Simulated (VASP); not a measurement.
The input files of a VASP run:

**POSCAR**
```
HfO2
1
    0.0000000000     2.5160800000     2.5160800000
    2.5160800000     0.0000000000     2.5160800000
    2.5160800000     2.5160800000     0.0000000000
Hf O
1 2
Direct
  0.0343930000  -0.0113290000  -0.0384870000
  0.7581300000   0.7800770000   0.7320350000
  0.2074780000   0.2312510000   0.3064530000
```

INCAR:
```
SYSTEM=HfO2
PREC=Accurate; ENCUT=400; LREAL=.False.
LASPH=.True.; ISYM=0
EDIFF=1E-6; NELM=100; ALGO=Normal
LMAXMIX=6
ISMEAR=0; SIGMA=0.02
GGA=PS
ISIF=2
LWAVE=.False.; LCHARG=.False.
```

### KPOINTS
```
Automatic mesh
0
Gamma
8 8 8
0 0 0
```

POTCAR, in this order: Hf_pv O (PBE.64 set). Program: vasp_std.

Q: Translate this PBEsol calculation to Quantum ESPRESSO's pw.x.

A: One equivalent input (not run):
```
&CONTROL
  calculation = 'scf'
  pseudo_dir = './pseudo'
  outdir = './out'
  tprnfor = .true.
  tstress = .true.
/
&SYSTEM
  ibrav = 0
  nat = 3
  ntyp = 2
  ecutwfc = 84
  occupations = 'smearing'
  smearing = 'gaussian'
  degauss = 0.00147
  input_dft = 'pbesol'
  nosym = .true.
/
&ELECTRONS
  conv_thr = 7.3e-08
  electron_maxstep = 100
/
ATOMIC_SPECIES
  Hf 178.490 Hf.upf
  O 15.999 O.upf
CELL_PARAMETERS angstrom
     0.0000000    2.5160800    2.5160800
     2.5160800    0.0000000    2.5160800
     2.5160800    2.5160800    0.0000000
ATOMIC_POSITIONS crystal
  Hf   0.0343930 -0.0113290 -0.0384870
  O    0.7581300  0.7800770  0.7320350
  O    0.2074780  0.2312510  0.3064530
K_POINTS automatic
  8 8 8 0 0 0
```
Limits of the translation: the potentials are each code's own (VASP's PAW set, PseudoDojo norm-conserving files in pw.x), so ENCUT and ecutwfc are chosen apart and not converted; conv_thr bounds pw.x's estimated SCF error, while EDIFF bounds the energy change between steps.

The structure comes from a computed database's HfO2 entry; how it stands against other phases isn't given here. The cell was not relaxed at this level, atoms are displaced from their ideal sites. The run is one of a series of settings (ISYM = 0 against the base run), some of them coarse on purpose.
